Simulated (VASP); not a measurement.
Runs of VASP 6.6.1 on FeSi. The structure is cubic, space group P2_13 (No. 198). Conventional cell: a = 4.551 Å, b = 4.551 Å, c = 4.551 Å, α = 90.00°, β = 90.00°, γ = 90.00°. Around Fe (site symmetry 3) lie 7 Si at 2.32 to 2.55 Å. Around Si (site symmetry 3) lie 7 Fe at 2.32 to 2.55 Å. 

```tsv
level	potentials or basis	gap on the mesh (eV)
TB-mBJ	VASP PAW PBE potentials, release 64 (Fe, Si)	(a)
r2SCAN	VASP PAW PBE potentials, release 64 (Fe, Si)	0.30
PBEsol	VASP PAW PBE potentials, release 64 (Fe, Si)	0.12
LDA	VASP PAW LDA potentials, release 64 (Fe, Si)	0.10
PBE	VASP PAW PBE potentials, release 64 (Fe, Si)	(b)
```

Alike in all rows: task band structure; no spin polarisation; cell as given; k mesh 6 × 6 × 6; cutoff (eV) 520; smearing fermi-dirac 0.01 eV.

Estimate the missing entries.

(a) 0.35; (b) 0.14.

